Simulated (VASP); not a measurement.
Computed with PBEsol GGA, VASP's PBE PAW potentials (set 64) (plane waves; VASP). Each cell was relaxed at this level.

**Question.** Which of these has an unstable (imaginary) mode at Γ?
(A) InTe, Fm-3m (225)
(B) GeS, Cmcm (63)
(C) CoAl, Pm-3m (221)
(D) Al3V, Pm-3m (221)

**Answer.** B, GeS, Cmcm (63). Its optical Γ-point modes are 134i, 126i, 36i, 32, 103, 188, 189, 256, 281 cm⁻¹.
